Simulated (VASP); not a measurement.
Crystal: ZrHg.

```
CELL_PARAMETERS angstrom
3.14700 0.00000 0.00000
0.00000 3.14700 0.00000
0.00000 0.00000 4.17000
ATOMIC_POSITIONS crystal
Zr 0.50000 0.50000 0.50000
Hg 0.00000 0.00000 0.00000
```

| Quantity | Value |
| --- | --- |
| Program | VASP 6.6.1 |
| Task | relaxation of cell and atoms |
| Functional | LDA |
| Potentials or basis | VASP PAW LDA potentials, release 64 (Zr_sv, Hg) |
| Cutoff | 600 eV |
| k mesh | 14 × 14 × 10 |
| Occupations | gaussian, width 0.1 eV |
| Spin | no spin polarisation |

At the start: pressure -3.2 GPa; volume 20.65 Å³/atom.

Problem. Where does the relaxation end?

Solution. Over 8 steps the energy falls by 8.9 meV/atom and the volume is 20.04 Å³/atom (-2.9 %); space group P4/mmm (No. 123, to 0.05 Å).

Step by step:
```csv
step,energy change (eV),largest force (eV/Å),pressure (GPa),volume (Å³)
1,0.0000,0.0000,-3.20,41.30
2,0.0040,0.0000,4.49,38.88
3,-0.0122,0.0000,0.16,40.15
4,-0.0151,0.0000,0.12,40.12
5,-0.0178,0.0000,0.12,40.05
6,-0.0178,0.0000,0.12,40.04
7,-0.0177,0.0000,-0.20,40.16
8,-0.0178,0.0000,0.00,40.08
```

Final structure:
```
Zr Hg
1.0
     3.07695    0.00000    0.00000
     0.00000    3.07695    0.00000
     0.00000    0.00000    4.23347
Zr Hg
1 1
Direct
  0.50000 0.50000 0.50000
  0.00000 0.00000 0.00000
```
